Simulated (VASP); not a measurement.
**Be18Cl: single point with LDA**

The system is Be18Cl, a slab with vacuum.

```
CELL_PARAMETERS angstrom
4.58000 0.00000 0.00000
3.43500 5.94960 0.00000
0.00000 0.00000 15.58843
ATOMIC_POSITIONS crystal
Be 0.00000 0.00000 0.06415
Be 0.50000 0.00000 0.06415
Be 0.00000 0.33333 0.06415
Be 0.50000 0.33333 0.06415
Be 0.00000 0.66667 0.06415
Be 0.50000 0.66667 0.06415
Be 0.82957 0.22589 0.18107
Be 0.33461 0.22178 0.17859
Be 0.83644 0.55637 0.18029
Be 0.31831 0.55800 0.18015
Be 0.82436 0.89181 0.17693
Be 0.32759 0.90030 0.17798
Be 0.00015 0.98908 0.28578
Be 0.50297 0.98414 0.29586
Be 0.97404 0.34348 0.29495
Be 0.49478 0.34942 0.29514
Be 0.98504 0.68096 0.28937
Be 0.48769 0.67267 0.29214
Cl 0.31606 0.23664 0.39573
```

The cell was built by a generator and needn't be a form met in nature.

- Program: VASP 6.6.1
- Task: single point
- Functional: LDA
- Potentials or basis: VASP PAW LDA potentials, release 64 (Be, Cl)
- Cutoff: 520 eV
- k mesh: 4 × 3 × 1
- Occupations: gaussian, width 0.1 eV
- Spin: no spin polarisation
- Dipole correction: no
- Further INCAR settings: LREAL = Auto; ALGO = Normal; EDIFF = 1e-06; NBANDS = 36

```yaml
Largest_force: 0.202 eV/Å
Band_gap_on_the_k_mesh: none (metal or under the smearing width)
```

Forces in eV/Å, atoms in the order of the input:
```
Be  -0.026  0.191  0.062
Be  -0.040 -0.008  0.027
Be  -0.023  0.025  0.060
Be   0.039  0.182  0.013
Be  -0.112 -0.133 -0.022
Be   0.057 -0.055 -0.185
Be   0.007 -0.005  0.003
Be  -0.002 -0.010 -0.009
Be   0.005 -0.015 -0.006
Be   0.016  0.012 -0.023
Be  -0.015 -0.002  0.000
Be   0.002 -0.001  0.022
Be   0.002 -0.012 -0.003
Be   0.022 -0.001  0.026
Be   0.005  0.015 -0.005
Be   0.001  0.003  0.007
Be   0.004 -0.004  0.008
Be   0.004 -0.015  0.020
Cl   0.056 -0.167  0.005
```

Levels at points of the mesh, in eV from the Fermi level:
| k point | band 19 | band 20 | band 21 | band 22 | band 23 | band 24 | band 25 | band 26 |
| --- | --- | --- | --- | --- | --- | --- | --- | --- |
| (0.00, 0.00, 0.00) | -1.38 | -0.51 | -0.39 | -0.18 | 0.86 | 2.43 | 2.62 | 2.98 |
| (0.50, 0.00, 0.00) | -0.63 | -0.21 | -0.10 | 0.17 | 0.87 | 1.02 | 1.88 | 1.99 |

It took 5.2 min on 1 thread of Intel(R) Xeon(R) Platinum 8375C CPU @ 2.90GHz (Ice Lake) (shared host), peak memory 0.41 GiB.

Caveat: the k mesh is coarse (spacing up to 0.40 Å⁻¹), so the values aren't converged; an odd number of electrons without spin polarisation forces a metal; a magnetic or distorted state may lie lower.
